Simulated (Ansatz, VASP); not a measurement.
# Cross-check of SiC (Moissanite 3C) between VASP and Ansatz, part 2 of 2

One calculation is typed for both programs; each brings its own data sets. How far apart do they land? The cell is taken from a series of runs on this material, whose earlier steps may have relaxed, scaled, displaced or heated it; both programs get it as it stands.

VASP 6.6.1 and Ansatz 0.2.0.

So far: The structure; VASP: G0W0 gap, PBE0 form with 90 % exact exchange with an exact-exchange share of 0.9.

## (3) Ansatz: G0W0 gap, PBE0 form with 90 % exact exchange with an exact-exchange share of 0.9

Level of this step: Ansatz beside VASP: Kohn-Sham DFT, plane waves, PBE0 form with 90 % exact exchange (Ansatz).

Ansatz runs on its PAW soft_1 files.

The same cell, functional and mesh now go to Ansatz, which takes its cutoff from its data sets.

input.yaml

```yaml
crystal:
  lattice:
    - [0.0, 2.179, 2.179]
    - [2.179, 0.0, 2.179]
    - [2.179, 2.179, 0.0]
  atoms:
    - { symbol: Si, position: [0.0, 0.0, 0.0] }
    - { symbol: C, position: [0.25, 0.25, 0.25] }
kpoints:
  mp_grid: { grid: [8, 8, 8] }
hamiltonian:
  xc: { exchange: pbe, correlation: pbe, exx: { coeff: 0.9 } }
  pseudopotentials: { kind: paw, azcp: { folder: soft_1 } }
scf:
  occupations: { method: fixed }
gw:
  n_empty_bands: 86
  ecut_chi: 150.0
  qp_bands: [v2, c2]
  qp_kpoints: band_edges
  screening: { model: contour_deformation }
```

Run with:

```sh
$ ansatz run input.yaml --threads 3 --pin off --max-ram 92160MiB --backend cuda --events-out ev --progress --plain --runs-dir out --devices 1 --max-vram 13GiB
```

Numbers of over 12 decimals in the logs are rounded to 6 here.

Output:

```text
GPUs: using 1 of 1 available (devices: 1).
Engine: ansatz 0.2.0, x86_64-unknown-linux-gnu
Pseudopotentials: kind: paw
Pseudopotential: Si, paw, valence charge 4, recommended cutoff 420 eV (normal), soft_1/Si.paw.azcp
Pseudopotential: C, paw, valence charge 4, recommended cutoff 420 eV (normal), soft_1/C.paw.azcp
Functional definition: unnamed
  parameter a_1 = 0.9
  exchange = (1 - a_1)*pbe_x + a_1*exact_x
  correlation = pbe_c
davidson cushion auto → on  (no smearing: the cushion is to keep the highest requested band from converging to the state above it; pin scf.eigensolver.cushion to override)
device memory: the entry about to start is reckoned to put 0.4 GiB on a device that reports 46.1 GiB free (of which the cap on the GPU budget leaves the run 13.0 GiB)
GPU FFT provider: cuFFT
GPU libraries: cuBLAS 13.8.2, cuFFT 12.4.0, cuSOLVER 12.3.4
Crystal: 2 atoms, lattice volume = 20.692 Å³
Basis set: ecut = 420 eV, 411 PW (Γ)
Bands: 8, of which v1, the nominal top of the filled ones, is band 4 counted from 1 (3 counted from 0)
Symmetry: 24 space group operations
Space group: F-43m (ITA 216), of the structure as read, at distance tolerance 2.7e-5 Å
k-points: 29 of 512 (time reversal used)
Non-local potential: Si, projectors of the file, l = 0: 2, l = 1: 2, l = 2: 1
Non-local potential: C, projectors of the file, l = 0: 2, l = 1: 2, l = 2: 1
PAW form: soft (Blöchl's): semilocal exchange-correlation on the pseudo side does not see the compensation charge
PAW frozen core: Si, regenerated for the run's functional, and the local potential with it (the file was generated under x = pbe(κ = 0.804, μ = 0.219515), c = pbe(β = 0.066725))
PAW frozen core: C, regenerated for the run's functional, and the local potential with it (the file was generated under x = pbe(κ = 0.804, μ = 0.219515), c = pbe(β = 0.066725))
PAW one-centre angular grid: Si, 110 points (default); XC on 64 Gauss nodes
PAW one-centre angular grid: C, 110 points (default); XC on 64 Gauss nodes
Initial density: superposition of atomic densities (chi_scale 0.1, normalization cell, long waves kept (reshape's long-wave potential 0.00 eV rms))
Initial wavefunctions: pseudopotential atomic-orbital guess
GPU buffer pool allocated for 13824 grid points (all kernels)
GPU transforms: local potential and band sums: pruned to the plane-wave sphere, on 24×24×24
Functional: x = pbe(κ = 0.804, μ = 0.219515), c = pbe(β = 0.066725), warm-up for x = 0.1 pbe(κ = 0.804, μ = 0.219515) + 0.9 exact, c = pbe(β = 0.066725)
SCF iter   1: F=—  HF=-888.650476 eV  |F-HF|=—  |Δ(HF+E_count)|=         —  Δρ=1.39e-1  dr2=4.89e0  ethr=1.00e-1  ⟨swp⟩=4.2  Hψ=915  notcnv=0
preconditioner: auto → none  [insulator: Δε(μ)=3.268 eV  Ē_g=14.756 eV  n_scr=0 (ndim 8)  ℏωp=23.1 eV  f_vac=0.000]
iter 2 solved again at ethr=3.77e-3 eV; its pass at ethr=6.11e-2 eV (dr2=3.02e-1 eV) is discarded
SCF iter   2: F=—  HF=-887.217204 eV  |F-HF|=—  |Δ(HF+E_count)|=    1.43e0  Δρ=4.91e-2  dr2=3.05e-1  ethr=3.77e-3  ⟨swp⟩=2.3  Hψ=1214  notcnv=0
SCF iter   3: F=—  HF=-887.141849 eV  |F-HF|=—  |Δ(HF+E_count)|=   7.54e-2  Δρ=2.00e-2  dr2=4.13e-2  ethr=3.77e-3  ⟨swp⟩=2.0  Hψ=580  notcnv=0
SCF iter   4: F=—  HF=-887.141149 eV  |F-HF|=—  |Δ(HF+E_count)|=   7.00e-4  Δρ=1.61e-3  dr2=6.55e-4  ethr=5.16e-4  ⟨swp⟩=2.5  Hψ=597  notcnv=0
SCF iter   5: F=-887.141107 eV  HF=-887.141105 eV  |F-HF|=1.82e-6  |Δ(HF+E_count)|=   4.41e-5  Δρ=1.37e-4  dr2=1.81e-6  ethr=8.19e-6  ⟨swp⟩=3.6  Hψ=782  notcnv=0
SCF 1 stopped early in 5 iterations: F = -887.141107 eV  dr2 = 1.81e-6
  greatest PAW one-centre occupation: 0.647 electrons in one spin orbital (limit 2), on the C atom at site 1 (counted from 0), in its partial waves of l = 0
device memory: the entry about to start is reckoned to put 1.1 GiB on a device that reports 45.2 GiB free (of which the cap on the GPU budget leaves the run 13.0 GiB)
GPU FFT provider: cuFFT
GPU libraries: cuBLAS 13.8.2, cuFFT 12.4.0, cuSOLVER 12.3.4
Initial density: handed on by an earlier stage of this run
Initial wavefunctions: those handed on with the density
GPU buffer pool allocated for 13824 grid points (all kernels)
GPU transforms: local potential and band sums: pruned to the plane-wave sphere, on 24×24×24
Functional: x = 0.1 pbe(κ = 0.804, μ = 0.219515) + 0.9 exact, c = pbe(β = 0.066725)
Exchange kernel: α = 0.9000, full range, Wigner–Seitz truncation, v(0) = 16722.1931 eV·Å³, q-mesh 8×8×8, nearest image of the exchange supercell L = 24.65 Å, pair-density grid 15×15×15, without the augmentation charges, whose exchange is taken in its separable form by FFT convolution over the k-point mesh (sized by the pseudopotential files, 18×18×18 at the most), smooth part of the exact exchange by density-matrix convolution in up to 1.84 GiB of GPU memory as planned if the GPU has room (build and FFT work areas not counted)
Frozen-core exchange: fock
[...]
Frozen-core exchange: fock
SCF iter   1: F=—  HF=-890.560350 eV  |F-HF|=—  |Δ(HF+E_count)|=         —  Δρ=4.76e-5  dr2=3.15e-7  ethr=1.24e-7  ⟨swp⟩=2.9  Hψ=636  notcnv=0
preconditioner: auto → none  [insulator: Δε(μ)=7.427 eV  Ē_g=23.987 eV  n_scr=0 (ndim 8)  ℏωp=23.1 eV  f_vac=0.000]
SCF iter   2: F=-890.560349 eV  HF=-890.560349 eV  |F-HF|=5.38e-8  |Δ(HF+E_count)|=   8.19e-8  Δρ=2.20e-5  dr2=5.44e-8  ethr=3.53e-9  ⟨swp⟩=3.6  Hψ=669  notcnv=0  defer=1
[...]
Exchange-term sweep: 24 of 29 (spin, k) points
Exchange-term sweep: 25 of 29 (spin, k) points
Exchange-term sweep: 27 of 29 (spin, k) points
Exchange-term sweep: 28 of 29 (spin, k) points
Exchange-term sweep: 29 of 29 (spin, k) points
G₀W₀ screening: q 1/29
[... further progress lines ...]
hybrid SCF converged: 3 outer / 13 inner (+5 warm-up), last move |dexx| = 1.80e-7 eV, tail = 1.27e-7 eV
Stability not checked: this state was not tested for a lower state beside it, because the functional holds exact exchange (a hybrid, or Hartree-Fock), whose exchange loop this test does not read (fock_operator; see scf.lower_state_search)
Free energy (F): -890.560349 eV
Frozen-core exchange: fock
Harris-Foulkes:  -890.560350 eV  (|F-HF|=5.38e-8)
Internal energy: -890.560349 eV  (E = F + TS)
E sigma→0 (E₀):  -890.560349 eV
Fermi energy:    5.733470 eV
--- Per-component energies (eV) ---
  E_band       = -18.293078
  E_kinetic    = 133.908904
  E_local      = -92.835423  (includes V_loc(G=0)·N_el)
  E_nonlocal   = 41.659372
  E_hartree    = 32.150544
  E_xc         = -20.369888
  E_vxc        = -21.587133  (∫ρ·V_xc dr)
  E_exx        = -67.093043  (= α·E_x^exact, valence–valence)
  E_paw        = -632.932317  (= ΣΔE_a)
  E_vpaw       = -9.555195  (= ΣTr[D̂ρ^β])
  E_aug_tail   = 0.000051  (compensation charges beyond the density's cutoff)
  E_ewald      = -284.783780
  E_core_change = -0.264770  (= ΣΔE_core)
  E_smearing   = -0.000000  (= −TS)
  E_closure    = -0.000000  (closes the sum)
  Σ components = -890.560349   (vs F -890.560349, Δ=1.14e-13)
--- Band table (eV; the first three rows and the last of 29) ---
  k-point 0: bands = ["-15.3325", "5.7335", "5.7335", "5.7335", "19.5749", "20.6030"]
  k-point 1: bands = ["-14.9349", "3.8028", "5.4730", "5.4730", "19.6884", "21.0802"]
  k-point 2: bands = ["-13.7751", "-0.0256", "4.9308", "4.9308", "19.0615", "21.3604"]
  k-point 28: bands = ["-8.6890", "-3.6172", "-0.9067", "-0.2597", "17.8819", "22.9773"]
  guard bands above this table: 2 of the run's 8 bands. The solve was not asked for them (output.publish_guard_bands: true or output.eigenvalues: true publishes all)
--- G₀W₀: contour deformation, 5 samples at zero and on the imaginary axis and 3 off it, 512 q-points, 86 empty bands' worth ---
  eigenvalues of the whole cell's RPA ε∞ on this k-mesh (on a slab, of 1 + 4πα/V) = 3.3708, 3.3708, 3.3708; static W/v taken at q = 0 is 0.296664
  bands read: the sum over 90 bands ends inside a degenerate multiplet in 5 slots, whose members it reads at an even weight; the widest, k=1: bands 90 to 91 (counted from 1) at 1/2 each
  gw.qp_kpoints: band_edges: 13 of 29 stored k-points solved, in 2 passes; an edge of the gap read off the rows below is read off those points alone
    valence top: of the k-points left out ik 6 came nearest to being solved in a further pass, in band 4 (counted from 1, as in the quasiparticle table): it holds the edge there only if its correction is more favourable than any solved in that band by at least 0.759 eV; those differ by 0.516 eV
    conduction bottom: of the k-points left out ik 27 came nearest to being solved in a further pass, in band 5 (counted from 1, as in the quasiparticle table): it holds the edge there only if its correction is more favourable than any solved in that band by at least 1.238 eV; those differ by 0.780 eV
    ik  band        ε_KS         Σx   Σc(E_QP)       V_xc       Z   E_QP_lin       E_QP  E_QP is
     0     3      5.7335   -18.5115     1.3654   -19.4015  0.8756     7.9771     7.9888  root
     0     4      5.7335   -18.5115     1.3654   -19.4015  0.8756     7.9771     7.9888  root
     0     5     19.5749    -8.6215    -4.1659   -10.7576  0.8719    17.5579    17.5450  root
     0     6     20.6030    -7.7358    -3.9629    -9.7836  0.8815    18.6986    18.6879  root
     1     3      5.4730   -18.5310     1.3935   -19.4229  0.8752     7.7462     7.7584  root
     1     4      5.4730   -18.5310     1.3935   -19.4229  0.8752     7.7462     7.7584  root
     1     5     19.6884    -8.0775    -4.0386   -10.1875  0.8773    17.7710    17.7599  root
     1     6     21.0802    -7.6509    -4.0374    -9.7019  0.8794    19.1057    19.0938  root
     2     3      4.9308   -18.6078     1.4603   -19.4989  0.8743     7.2688     7.2822  root
     2     4      4.9308   -18.6078     1.4603   -19.4989  0.8743     7.2688     7.2822  root
     2     5     19.0615    -8.1829    -3.9293   -10.2604  0.8808    17.2193    17.2097  root
     2     6     21.3604    -7.0629    -4.0912    -9.1387  0.8787    19.3578    19.3450  root
     3     3      4.4813   -18.7034     1.5217   -19.5887  0.8734     6.8740     6.8884  root
     3     4      4.4813   -18.7034     1.5217   -19.5887  0.8734     6.8740     6.8884  root
     3     5     18.5794    -8.4132    -3.8742   -10.4672  0.8820    16.7681    16.7591  root
     3     6     20.7194    -6.5373    -4.0128    -8.6333  0.8818    18.8138    18.8027  root
     4     3      4.3153   -18.7454     1.5454   -19.6281  0.8730     6.7287     6.7435  root
     4     4      4.3153   -18.7454     1.5454   -19.6281  0.8730     6.7287     6.7435  root
     4     5     18.4183    -8.5153    -3.8559   -10.5595  0.8823    16.6154    16.6066  root
     4     6     20.3747    -6.4238    -3.9729    -8.5236  0.8831    18.5118    18.5016  root
     5     3      4.8264   -18.4465     1.4587   -19.3495  0.8743     7.1746     7.1881  root
     5     4      4.8264   -18.4465     1.4587   -19.3495  0.8743     7.1746     7.1881  root
     5     5     19.1342    -7.4654    -3.8968    -9.5680  0.8827    17.3490    17.3399  root
     5     6     20.8510    -8.4108    -4.2095   -10.4948  0.8712    18.7401    18.7255  root
[...]
18     3      0.4165   -18.3116     1.9590   -19.2409  0.8639     3.2776     3.3047  root
    18     4      1.7779   -18.6447     1.8412   -19.5360  0.8674     4.4883     4.5104  root
    18     5     14.2507    -6.5976    -3.4815    -8.7265  0.8902    12.9024    12.8982  root
    18     6     18.0588    -7.0381    -3.7226    -9.1308  0.8888    16.4357    16.4290  root
    20     3      1.4598   -18.6671     1.8826   -19.5559  0.8666     4.2080     4.2313  root
    20     4      1.4598   -18.6671     1.8826   -19.5559  0.8666     4.2080     4.2313  root
    20     5     13.1613    -6.5042    -3.3927    -8.6472  0.8920    11.9151    11.9116  root
    20     6     16.7211    -7.0152    -3.6008    -9.1149  0.8923    15.2253    15.2200  root
```

## (4) Comparison

Known differences besides the potentials themselves: exact exchange at q = 0 is treated differently, which shows on coarse meshes; VASP keeps PBE cores, Ansatz makes them for the functional; fixed occupations in Ansatz, narrow Gaussian smearing in VASP; the cutoff is 420 eV in Ansatz and 440 eV in VASP; Ansatz integrates over frequency by contour deformation, VASP on a grid of NOMEGA points; Ansatz's G0W0 levels solve the quasiparticle equation, VASP's are linearised. Total energies have different zeros and are not compared.

The two programs side by side:

```
                   quantity  Ansatz  VASP  difference
  G0W0 gap on the mesh (eV)    3.92  3.99       -0.06
Kohn-Sham gap under it (eV)    7.43  7.47       -0.04
```

## (5) Outcome

| Property | Result |
| --- | --- |
| difference in G0W0 gap on the mesh (G0W0 gap, PBE0 form with 90 % exact exchange with an exact-exchange share of 0.9) | -0.064 eV |

What this shows: The difference in G0W0 gap on the mesh is -0.064 eV (G0W0 gap, PBE0 form with 90 % exact exchange with an exact-exchange share of 0.9). How closely two codes agree says nothing of how well the functional describes the real material.

[Lines on the potential files, build, host, timing and source positions are cut from VASP's logs without a mark.]

[Logs are printed without paths, hosts, clocks, repeated set-up lines and the standing remarks that a program may print on its own settings, such as how far it seeks lower states.]

[Hosts, paths, dates, database ids (printed as entryN), source tags and the programs' standing remarks are cut or masked in the printed files.]
